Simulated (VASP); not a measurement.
The system is Ni.

```xyz
1
Lattice="0.0000 1.7619 1.7619 1.7619 0.0000 1.7619 1.7619 1.7619 0.0000" Properties=species:S:1:pos:R:3 pbc="T T T"
Ni    0.0000    0.0000    0.0000
```

- Program: VASP 6.6.1
- Task: relaxation of cell and atoms
- Functional: PBE
- Potentials or basis: VASP PAW PBE potentials, release 64 (Ni)
- Cutoff: 520 eV
- k mesh: 20 × 20 × 20
- Occupations: gaussian, width 0.1 eV
- Spin: collinear spin, ferromagnetic start
- Starting moments: [0.8] μB
- Hubbard terms: Ni d U = 2.0 eV

At the start: pressure -4.1 GPa; volume 10.94 Å³/atom.

How do energy, volume and symmetry change on relaxing?

Over 3 steps the energy falls by 3.5 meV/atom and the volume is 10.68 Å³/atom (-2.4 %); space group Fm-3m (No. 225, to 0.05 Å); moment 0.67 μB per cell.

Step by step:
| step | energy change (eV) | largest force (eV/Å) | pressure (GPa) | volume (Å³) |
| --- | --- | --- | --- | --- |
| 1 | 0.0000 | 0.0000 | -4.14 | 10.94 |
| 2 | -0.0016 | 0.0000 | 3.33 | 10.50 |
| 3 | -0.0035 | 0.0000 | 0.01 | 10.68 |

Final structure:
```
Ni
1.0
     0.00000    1.74785    1.74785
     1.74785    0.00000    1.74785
     1.74785    1.74785    0.00000
Ni
1
Cartesian
  0.0000 0.0000 0.0000
```

Caveat: the U is typed as a test and isn't derived for this compound.
